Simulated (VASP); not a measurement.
Here is the system:

```
Na2S
1.0
    0.00000     3.18876     3.18876
    3.18876     0.00000     3.18876
    3.18876     3.18876     0.00000
Na S
2 1
Direct
  0.25000   0.25000   0.25000
  0.75000   0.75000   0.75000
  0.00000   0.00000   0.00000
```

Level of theory: PBE GGA with D3 dispersion (zero damping), VASP's PBE PAW potentials (set 64) (plane waves; VASP). Settings: 520 eV cut-off, 6×6×6 Γ-centred mesh, Gaussian smearing of 0.050 eV, potentials Na_pv S.

Task: Give the stress tensor in GPa (positive for a compressed cell).

Result: 
```
1.16  0.00  0.00
0.00  1.16  0.00
0.00  0.00  1.16
```
The pressure is its mean diagonal, 1.16 GPa.

The compound is Na2S in the antifluorite structure. This cell is one point of a volume scan, at 0.97 of the reference volume.
